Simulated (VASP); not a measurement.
Method: PBEsol GGA, VASP's PBE PAW potentials (set 64) (plane waves; VASP 6.6.1).

VASP ran on this input.

**INCAR**
```
SYSTEM = BaTiO3
PREC = Accurate; ENCUT = 620; LREAL = .False.
LASPH = .True.
EDIFF = 1E-6; NELM = 100; ALGO = Normal
LMAXMIX = 4
ISMEAR = 0; SIGMA = 0.05
GGA = PS
IBRION = 2; NSW = 40; ISIF = 3
EDIFFG = -0.02; PSTRESS = 200
LWAVE = .False.; LCHARG = .False.
```

File KPOINTS:
```
Automatic mesh
0
gamma
6 6 6
```

POSCAR:
```
BaTiO3
1
    3.9173905635     0.0000000000     0.0000000000
    0.0000000000     3.9173905635     0.0000000000
    0.0000000000     0.0000000000     3.9173905635
Ba Ti O
1 1 3
Direct
  0.0000000000   0.0000000000   0.0000000000
  0.5000000000   0.5000000000   0.5000000000
  0.5000000000   0.0000000000   0.5000000000
  0.0000000000   0.5000000000   0.5000000000
  0.5000000000   0.5000000000   0.0000000000
```

POTCAR, in this order: Ba_sv Ti_sv O (PBE.64 set). Program: vasp_std.

Energy and stress use the plane-wave basis of the starting cell. Unless said otherwise, spin-orbit coupling is left out, though it shifts the bands of the heavy elements here.

Task: Estimate the energy per atom (σ→0), volume per atom, band gap (on the k-mesh).

Result: 
```json
{
 "energy per atom (σ→0)": "-8.334 eV/atom",
 "band gap (on the k-mesh)": "1.89 eV",
 "volume_per_atom": "11.55 Å^3/atom"
}
```

OSZICAR:
```
...
DAV:   5    -0.416603804657E+02   -0.74022E-02   -0.20510E-02  1392   0.111E+00    0.475E-01
DAV:   6    -0.416690198907E+02   -0.86394E-02   -0.18218E-02  1432   0.720E-01    0.314E-01
DAV:   7    -0.416715936493E+02   -0.25738E-02   -0.48055E-03  1408   0.423E-01    0.884E-02
DAV:   8    -0.416717385181E+02   -0.14487E-03   -0.56380E-04  1272   0.140E-01    0.407E-02
DAV:   9    -0.416717586954E+02   -0.20177E-04   -0.94198E-05  1288   0.656E-02    0.734E-03
DAV:  10    -0.416717604478E+02   -0.17524E-05   -0.87430E-06  1104   0.198E-02    0.283E-03
DAV:  11    -0.416717603608E+02    0.87003E-07   -0.35919E-07   592   0.461E-03
   3 F= -.34464615E+02 E0= -.34464615E+02  d E =-.787148E-01
```

The compound is BaTiO3 in the cubic perovskite structure, the ideal cubic form; the compound distorts at low or room temperature. This run relaxes it under an external pressure of 20 GPa. Symmetry was kept, so distortions that lower it aren't found.
